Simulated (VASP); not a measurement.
OSZICAR of a VASP run on AlN (space group P6_3mc):

OSZICAR:
```
       N       E                     dE             d eps       ncg     rms          rms(c)
DAV:   1     0.394482583589E+02    0.39448E+02   -0.66285E+03   336   0.968E+02
DAV:   2    -0.310604771640E+02   -0.70509E+02   -0.64614E+02   484   0.193E+02
DAV:   3    -0.343653818745E+02   -0.33049E+01   -0.32864E+01   428   0.450E+01
DAV:   4    -0.343904434765E+02   -0.25062E-01   -0.25058E-01   392   0.469E+00
DAV:   5    -0.343907817101E+02   -0.33823E-03   -0.33823E-03   428   0.548E-01    0.119E+01
DAV:   6    -0.297711541967E+02    0.46196E+01   -0.16880E+01   392   0.301E+01    0.430E+00
DAV:   7    -0.297876771866E+02   -0.16523E-01   -0.60662E-01   368   0.584E+00    0.295E+00
DAV:   8    -0.297826483999E+02    0.50288E-02   -0.80203E-02   368   0.279E+00    0.528E-01
DAV:   9    -0.297773827138E+02    0.52657E-02   -0.21334E-02   420   0.106E+00    0.253E-01
DAV:  10    -0.297779554911E+02   -0.57278E-03   -0.24790E-03   404   0.372E-01    0.147E-01
DAV:  11    -0.297778787924E+02    0.76699E-04   -0.21621E-04   396   0.110E-01    0.378E-02
DAV:  12    -0.297778802458E+02   -0.14534E-05   -0.75252E-06   388   0.267E-02    0.830E-03
DAV:  13    -0.297778796930E+02    0.55276E-06   -0.73982E-06   404   0.195E-02
   1 F= -.29777880E+02 E0= -.29777880E+02  d E =-.206459E-45
```

### Question
Which electronic solver shows in the log?

### Answer
It is blocked Davidson (ALGO = Normal, or the opening steps of other solvers). The INCAR had ALGO = Normal.

### Question
Can the final energy be trusted as converged?

### Answer
The calculation finished and met its thresholds. It stopped with EDIFF = 1E-6, NELM = 100 (PBE GGA, plane waves, VASP's PBE PAW potentials (set 64)).

The structure comes from a computed database's AlN entry; how it stands against other phases isn't given here. The cell was not relaxed at this level. The run is one of a series of settings (KPOINTS 6×6×3 Γ-centred mesh against the base run), some of them coarse on purpose.
